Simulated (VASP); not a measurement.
Data:

```yaml
crystal:
  lattice:
    - [-1.68370, 1.68370, 1.68370]
    - [1.68370, -1.68370, 1.68370]
    - [1.68370, 1.68370, -1.68370]
  atoms:
    - { symbol: Nb, position: [0.00000, 0.00000, 0.00000] }
```

Method: PBE GGA, VASP's PBE PAW potentials (set 64) (plane waves; VASP 6.6.1). Settings: 300 eV cut-off, 11×11×11 Γ-centred mesh, Fermi-Dirac smearing of 0.10 eV, potentials Nb_sv.

### Question
Give the energies of bands 5 to 9 at the high-symmetry points, in eV from the Fermi level.

### Answer

```json
[
 {"band": "5", "Γ": "-5.77", "H": "-3.40", "N": "-3.47", "P": "-1.06"},
 {"band": "6", "Γ": "0.38", "H": "-3.40", "N": "-1.50", "P": "-1.06"},
 {"band": "7", "Γ": "0.38", "H": "5.21", "N": "2.02", "P": "-1.06"},
 {"band": "8", "Γ": "0.38", "H": "5.21", "N": "3.10", "P": "3.85"},
 {"band": "9", "Γ": "3.10", "H": "5.21", "N": "3.73", "P": "3.85"}
]
```

It has no gap at this level: it comes out as a metal or semimetal.

The structure comes from a computed database's Nb entry; how it stands against other phases isn't given here. The cell was not relaxed at this level.
